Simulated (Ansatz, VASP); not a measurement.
# LiIrRh2 in two plane-wave programs

Wanted: the spread between two codes on one cell, functional and k mesh. The cell is invented: As first built, before any earlier steps moved the atoms (in the runner's words): it takes the LiRh3 structure with some of its atoms replaced by other elements, volume scaled by an estimate. It may not be a known or stable phase. The cell is taken from a series of VASP runs on this material, whose earlier steps may have relaxed, scaled or displaced it; both programs get it as it stands.

Calculated with Ansatz 0.2.0; plane waves, with VASP 6.6.1 beside it; relaxation of cell and atoms at r2SCAN.

## (1) The starting structure

It takes space group I4/mmm (No. 139, tetragonal). Conventional cell: a = 3.786 Å, b = 3.786 Å, c = 7.528 Å, α = 90.00°, β = 90.00°, γ = 90.00°. Ir has 8 Rh at 2.67 Å and 4 Li at 2.68 Å nearest. Nearest to Rh lie 4 Ir at 2.67 Å and 4 Li at 2.67 Å and 4 Rh at 2.68 Å. Li has 8 Rh at 2.67 Å and 4 Ir at 2.68 Å nearest. As first built, before any earlier steps moved the atoms (in the runner's words): sites of the LiRh3 structure (space group 139) filled with other elements, volume scaled by an estimate. Farther neighbours are not listed.

As a file:

```xyz
4
Lattice="-1.8929 1.8929 3.7639 1.8929 -1.8929 3.7639 1.8929 1.8929 -3.7639" Properties=species:S:1:pos:R:3 pbc="T T T"
Ir    0.0000    0.0000    3.7639
Rh    0.0000    1.8929    1.8820
Rh    1.8929    0.0000    1.8820
Li    0.0000    0.0000    0.0000
```

## (2) VASP: relaxation of cell and atoms, r2SCAN

The relaxed volume is the usual yardstick between codes: its relative difference is about their pressure difference at one cell divided by the bulk modulus.

Lines of VASP's logs that name or quote its potential files are left out, and so is its time.

INCAR

```
SYSTEM = LiIrRh2
PREC = Accurate
ENCUT = 700
EDIFF = 1E-06
NELM = 100
ISMEAR = -1
SIGMA = 0.05
LREAL = .FALSE.
ALGO = Normal
METAGGA = R2SCAN
LASPH = .TRUE.
NBANDS = 27
LORBIT = 11
LWAVE = .FALSE.
LCHARG = .FALSE.
KPAR = 2
IBRION = 2
NSW = 60
ISIF = 3
EDIFFG = -0.01
```

POSCAR

```
LiIrRh2
1.0
   -1.8929490269      1.8929490269      3.7639195962
    1.8929490269     -1.8929490269      3.7639195962
    1.8929490269      1.8929490269     -3.7639195962
Ir Rh Li
1 2 1
Direct
    0.5000000000      0.5000000000      0.0000000000
    0.7500000000      0.2500000000      0.5000000000
    0.2500000000      0.7500000000      0.5000000000
    0.0000000000      0.0000000000      0.0000000000
```

KPOINTS

```
Automatic mesh
0
Gamma
8 8 8
0 0 0
```

The projector-augmented-wave data sets are Ir, Rh_pv and Li_sv (PBE family, release 64).

Run with:

```console
$ mpirun -np 2 vasp_std
```

Numbers of over 12 decimals in the logs are rounded to 6 here.

The program printed:

```text
[banner, memory and clock lines left out]
running    2 mpi-ranks, on    1 nodes
 distrk:  each k-point on    1 cores,    2 groups
 distr:  one band on    1 cores,    1 groups

 POSCAR found type information on POSCAR IrRhLi
 POSCAR found :  3 types and       4 ions
|                                                                             |
|               ----> ADVICE to this user running VASP <----                  |
|                                                                             |
|     You enforced a specific xc type in the INCAR file but a different       |
|     [... a line on the potential file left out ...]
|     I HOPE YOU KNOW WHAT YOU ARE DOING!                                     |
|                                                                             |

 LDA part: xc-table for (None), standard interpolation
 POSCAR, INCAR and KPOINTS ok, starting setup
 FFT: planning ... GRIDC
 FFT: planning ... GRID_SOFT
 FFT: planning ... GRID
 WAVECAR not read
 entering main loop
       N       E                     dE             d eps       ncg     rms          rms(c)
DAV:   1     0.462005300596E+03    0.46201E+03   -0.28808E+04  3186   0.217E+03
DAV:   2    -0.923410381979E+02   -0.55435E+03   -0.54273E+03  3217   0.578E+02
DAV:   3    -0.115596712989E+03   -0.23256E+02   -0.21774E+02  3586   0.122E+02
DAV:   4    -0.117053430966E+03   -0.14567E+01   -0.14464E+01  5436   0.240E+01
DAV:   5    -0.117076078269E+03   -0.22647E-01   -0.22620E-01  3746   0.261E+00    0.206E+01
DAV:   6    -0.103489980206E+03    0.13586E+02   -0.21596E+01  3510   0.417E+01    0.440E+00
DAV:   7    -0.103477520219E+03    0.12460E-01   -0.12548E+00  4220   0.107E+01    0.305E+00
DAV:   8    -0.103435915277E+03    0.41605E-01   -0.32809E-01  4173   0.599E+00    0.199E+00
DAV:   9    -0.103423768304E+03    0.12147E-01   -0.43004E-02  3923   0.221E+00    0.592E-01
DAV:  10    -0.103424028813E+03   -0.26051E-03   -0.60284E-03  3874   0.687E-01    0.836E-02
DAV:  11    -0.103424184875E+03   -0.15606E-03   -0.76168E-04  4421   0.248E-01    0.504E-02
DAV:  12    -0.103424166491E+03    0.18384E-04   -0.65213E-05  3770   0.735E-02    0.931E-03
DAV:  13    -0.103424162244E+03    0.42472E-05   -0.53290E-06  3639   0.151E-02    0.311E-03
DAV:  14    -0.103424161630E+03    0.61368E-06   -0.39129E-07  1926   0.486E-03
   1 F= -.10342416E+03 E0= -.10341180E+03  d E =-.103424E+03
 curvature:   0.00 expect dE= 0.000E+00 dE for cont linesearch  0.000E+00
 trial: gam= 0.00000 g(F)=  0.301E-48 g(S)=  0.651E-01 ort = 0.000E+00 (trialstep = 0.100E+01)
 search vector abs. value=  0.651E-01
 bond charge predicted
       N       E                     dE             d eps       ncg     rms          rms(c)
DAV:   1    -0.105406310194E+03   -0.19821E+01   -0.32725E+01  3231   0.572E+01    0.115E+01
DAV:   2    -0.104578175951E+03    0.82813E+00   -0.17186E+01  3486   0.391E+01    0.791E+00
DAV:   3    -0.103450594975E+03    0.11276E+01   -0.68732E+00  3974   0.241E+01    0.255E+00
DAV:   4    -0.103398261505E+03    0.52333E-01   -0.28919E-01  3805   0.635E+00    0.943E-01
DAV:   5    -0.103401326079E+03   -0.30646E-02   -0.25395E-02  3440   0.111E+00    0.384E-01
DAV:   6    -0.103401489628E+03   -0.16355E-03   -0.52818E-03  4375   0.605E-01    0.705E-02
DAV:   7    -0.103401593004E+03   -0.10338E-03   -0.38984E-04  4150   0.145E-01    0.345E-02
DAV:   8    -0.103401575351E+03    0.17653E-04   -0.34130E-05  3539   0.546E-02    0.101E-02
DAV:   9    -0.103401566961E+03    0.83903E-05   -0.34692E-06  3412   0.166E-02    0.205E-03
DAV:  10    -0.103401565671E+03    0.12895E-05   -0.17770E-07  1836   0.370E-03    0.806E-04
DAV:  11    -0.103401565448E+03    0.22278E-06   -0.46824E-08  1758   0.219E-03
   2 F= -.10340157E+03 E0= -.10339032E+03  d E =0.225962E-01
 trial-energy change:    0.022596  1 .order    0.024416   -0.065127    0.113959
 step:   0.3780(harm=  0.3637)  dis= 0.00000  next Energy=  -103.436569 (dE=-0.124E-01)
 bond charge predicted
       N       E                     dE             d eps       ncg     rms          rms(c)
DAV:   1    -0.104249600942E+03   -0.84804E+00   -0.12916E+01  3225   0.369E+01    0.664E+00
DAV:   2    -0.104017122915E+03    0.23248E+00   -0.75401E+00  3562   0.264E+01    0.572E+00
DAV:   3    -0.103432178497E+03    0.58494E+00   -0.22721E+00  3983   0.174E+01    0.165E+00
DAV:   4    -0.103435976517E+03   -0.37980E-02   -0.10099E-01  3475   0.320E+00    0.768E-01
DAV:   5    -0.103436341005E+03   -0.36449E-03   -0.81163E-03  3453   0.558E-01    0.138E-01
DAV:   6    -0.103436566040E+03   -0.22503E-03   -0.80445E-04  4488   0.224E-01    0.572E-02
DAV:   7    -0.103436637231E+03   -0.71191E-04   -0.67592E-05  3979   0.616E-02    0.202E-02
DAV:   8    -0.103436659732E+03   -0.22501E-04   -0.65457E-06  3654   0.203E-02    0.601E-03
DAV:   9    -0.103436666027E+03   -0.62956E-05   -0.13576E-06  2157   0.107E-02    0.177E-03
DAV:  10    -0.103436666701E+03   -0.67370E-06   -0.20020E-07  1734   0.542E-03
   3 F= -.10343667E+03 E0= -.10342474E+03  d E =-.125051E-01
 curvature:  -0.18 expect dE=-0.461E-05 dE for cont linesearch -0.226E-05
 trial: gam=-0.01343 g(F)=  0.252E-47 g(S)=  0.253E-04 ort = 0.900E-03 (trialstep = 0.876E+00)
 search vector abs. value=  0.129E-04
 reached required accuracy - stopping structural energy minimisation
```

OUTCAR, selected parts (step 2):

```text
ion  position               nearest neighbor table
   1  0.500  0.500  0.000-   3 2.67   2 2.67   2 2.67   3 2.67   2 2.67   3 2.67   3 2.67   2 2.67
                             4 2.68   4 2.68   4 2.68   4 2.68
   2  0.750  0.250  0.500-   1 2.67   4 2.67   1 2.67   4 2.67   1 2.67   4 2.67   1 2.67   4 2.67
                             3 2.68   3 2.68   3 2.68   3 2.68
   3  0.250  0.750  0.500-   4 2.67   1 2.67   1 2.67   4 2.67   1 2.67   4 2.67   4 2.67   1 2.67
                             2 2.68   2 2.68   2 2.68   2 2.68
   4  0.000  0.000  0.000-   2 2.67   3 2.67   2 2.67   3 2.67   2 2.67   3 2.67   2 2.67   3 2.67
                             1 2.68   1 2.68   1 2.68   1 2.68

  LATTYP: Found a body centered tetragonal cell.
 ALAT       =     3.7858980538
 C/A-ratio  =     1.9883893030

 Subroutine GETGRP returns: Found 16 space group operations
 (whereof 16 operations were pure point group operations)

The static configuration has the point symmetry D_4h.

 Found     59 irreducible k-points:

   k-points           NKPTS =     59   k-points in BZ     NKDIM =     59   number of bands    NBANDS=     27

   dimension x,y,z NGX =    40 NGY =   40 NGZ =   40
   dimension x,y,z NGXF=    80 NGYF=   80 NGZF=   80

   ENCUT  =  700.0 eV  51.45 Ry    7.17 a.u.   9.96  9.96  9.96*2*pi/ulx,y,z

   NELECT =      42.0000    total number of electrons

 k-points in reciprocal lattice and weights: Automatic mesh
   0.00000000  0.00000000  0.00000000       0.002
   0.12500000  0.00000000 -0.00000000       0.016
   0.25000000  0.00000000 -0.00000000       0.016
   0.37500000  0.00000000 -0.00000000       0.016
   0.50000000  0.00000000 -0.00000000       0.008
   0.12500000  0.12500000 -0.00000000       0.016
   0.25000000  0.12500000 -0.00000000       0.031
   0.37500000  0.12500000  0.00000000       0.031
   0.50000000  0.12500000 -0.00000000       0.031
[...]
-0.37500000 -0.37500000  0.37500000       0.004
   0.50000000  0.50000000  0.50000000       0.002

 average (electrostatic) potential at core
       1 -54.3341       2 -78.4715       3 -78.4715       4 -59.3076

 E-fermi :   8.7911

 k-point     1 :       0.0000    0.0000    0.0000
  band No.  band energies     occupation
    ...
     15       5.3537      2.00000
     16       5.5641      2.00000
     17       7.7750      2.00000
     18       8.0501      2.00000
     19       8.3477      1.99972
     20       8.9394      0.09788
     21       8.9394      0.09786
     22       9.0294      0.01689
     23      10.3539      0.00000
     24      12.2208      0.00000
    ...

 k-point     2 :       0.1250    0.0000   -0.0000
  band No.  band energies     occupation
    ...
     17       7.7566      2.00000
     18       8.0381      2.00000
     19       8.3481      1.99972
     20       8.3854      1.99940
     21       8.7966      0.94515
     22       8.8905      0.24068
     23      10.1691      0.00000
     24      12.6438      0.00000
     25      16.3860      0.00000
     26      17.6630      0.00000
    ...

 k-point     3 :       0.2500    0.0000   -0.0000
  band No.  band energies     occupation
    ...
     18       7.4958      2.00000
     19       7.9802      2.00000
     20       8.4044      1.99912
     21       8.4814      1.99592
     22       8.6759      1.81829
     23       9.9005      0.00000
     24      12.6493      0.00000
     25      14.4984      0.00000
     26      16.4794      0.00000
     27      17.8057      0.00000

  Total       -0.0320758     -0.0320758      0.0066293      0.0000000     -0.0000000     -0.0000000
  in kB       -0.9702825     -0.9702825      0.2005358      0.0000000     -0.0000000     -0.0000000
  external PRESSURE =      -0.5800097 kB  Pullay stress =       0.0000000 kB

  energy-cutoff  :      700.00
  volume of cell :       52.97
      direct lattice vectors                 reciprocal lattice vectors
    -1.881655621  1.881655621  3.739806060     0.000000000  0.265723438  0.133696772
     1.881655621 -1.881655621  3.739806060     0.265723438  0.000000000  0.133696772
     1.881655621  1.881655621 -3.739806060     0.265723438  0.265723438  0.000000000

 POSITION                                       TOTAL-FORCE (eV/Angst)
 -----------------------------------------------------------------------------------
      0.00000      0.00000      3.73981        -0.000000     -0.000000     -0.000000
      0.00000      1.88166      1.86990        -0.000000      0.000000      0.000000
      1.88166      0.00000      1.86990         0.000000     -0.000000      0.000000
      0.00000      0.00000      0.00000        -0.000000     -0.000000     -0.000000
 -----------------------------------------------------------------------------------
    total drift:                                0.000000     -0.000000     -0.000000

  FREE ENERGIE OF THE ION-ELECTRON SYSTEM (eV)
  ---------------------------------------------------
  free  energy   TOTEN  =      -103.4366667009 eV

  energy  without entropy=     -103.4128228076  energy(sigma->0) =     -103.42474475

 reached required accuracy - stopping structural energy minimisation

 total charge
# of ion       s       p       d       tot
------------------------------------------
    1        0.715   0.598   6.949   8.262
    2        0.439   6.268   7.158  13.865
    3        0.439   6.268   7.158  13.865
    4        2.039   0.036   0.000   2.074
--------------------------------------------------
tot          3.632  13.170  21.265  38.067

[... 3 further parts left out ...]
```

CONTCAR:

```
LiIrRh2
   1.00000000000000
    -1.8816556214172377    1.8816556214172377    3.7398060600572642
     1.8816556214172377   -1.8816556214172377    3.7398060600572642
     1.8816556214172377    1.8816556214172377   -3.7398060600572642
  Ir              Rh              Li
     1     2     1
Direct
     0.5000000000000000    0.5000000000000000    0.0000000000000000
     0.7500000000000000    0.2500000000000000    0.5000000000000000
     0.2500000000000000    0.7500000000000000    0.5000000000000000
     0.0000000000000000    0.0000000000000000    0.0000000000000000
```

The run keeps the 16 symmetry operations of its start, so it cannot find a distortion of lower symmetry.

(Continued in part 2 of 2.)

[Lines on the potential files, build, host, timing and source positions are cut from VASP's logs without a mark.]

[Logs are printed without paths, hosts, clocks, repeated set-up lines and the standing remarks that a program may print on its own settings, such as how far it seeks lower states.]

[Hosts, paths, dates, database ids (printed as entryN), source tags and the programs' standing remarks are cut or masked in the printed files.]
